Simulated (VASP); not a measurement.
Input for VASP

**INCAR**
```
SYSTEM = Sn
PREC = Accurate
ENCUT = 400
EDIFF = 1E-6
NELM = 100
ALGO = Normal
LREAL = .FALSE.
LASPH = .TRUE.
ISMEAR = 1
SIGMA = 0.1
GGA = PE
LMAXMIX = 4
LWAVE = .FALSE.
LCHARG = .FALSE.
ISIF = 2
ISPIN = 2
MAGMOM = 1.0 1.0 1.0 1.0
```

File KPOINTS:
```
Automatic mesh
0
Gamma
10 10 10
0 0 0
```

**POSCAR**
```
Sn
1
   -2.9150000000     2.9150000000     1.5900000000
    2.9150000000    -2.9150000000     1.5900000000
    2.9150000000     2.9150000000    -1.5900000000
Sn
2
Direct
  0.2500000000   0.7500000000   0.5000000000
  0.0000000000   0.0000000000   0.0000000000
```

POTCAR, in this order: Sn_d (PBE.64 set). Program: vasp_std.

One choice in this input is risky. Which, and does it do harm here?

The risk: MAGMOM holds more values than there are atoms. Here it does no harm: the run (PBE GGA, plane waves, VASP's PBE PAW potentials (set 64)) converges to the same energy and pressure as with the safe setting.
File OSZICAR:
```
       N       E                     dE             d eps       ncg     rms          rms(c)
DAV:   1     0.195230870868E+03    0.19523E+03   -0.12921E+04  7776   0.198E+03
DAV:   2     0.106322538585E+02   -0.18460E+03   -0.18180E+03  7788   0.409E+02
DAV:   3    -0.682801130477E+01   -0.17460E+02   -0.17315E+02  8834   0.130E+02
DAV:   4    -0.733539293051E+01   -0.50738E+00   -0.50665E+00  8696   0.248E+01
DAV:   5    -0.735531791286E+01   -0.19925E-01   -0.19924E-01 10336   0.443E+00    0.743E+00
DAV:   6    -0.756874512119E+01   -0.21343E+00   -0.84169E-02  9770   0.361E+00    0.302E+00
DAV:   7    -0.758915474009E+01   -0.20410E-01   -0.21333E-02  9282   0.205E+00    0.951E-01
DAV:   8    -0.758835824241E+01    0.79650E-03   -0.91630E-03  9243   0.105E+00    0.326E-01
DAV:   9    -0.758772982208E+01    0.62842E-03   -0.18766E-03  9119   0.346E-01    0.830E-02
DAV:  10    -0.758745842875E+01    0.27139E-03   -0.24290E-04  9267   0.181E-01    0.320E-02
DAV:  11    -0.758741894069E+01    0.39488E-04   -0.57732E-05  9716   0.102E-01    0.176E-02
DAV:  12    -0.758738812074E+01    0.30820E-04   -0.84411E-06  9569   0.412E-02    0.794E-03
DAV:  13    -0.758738476463E+01    0.33561E-05   -0.83455E-07  4649   0.954E-03    0.243E-03
DAV:  14    -0.758738415909E+01    0.60555E-06   -0.17829E-07  4125   0.548E-03
   1 F= -.75873842E+01 E0= -.75872093E+01  d E =-.524556E-03  mag=     0.0000
```

The compound is Sn in the beta structure. The cell was not relaxed at this level.
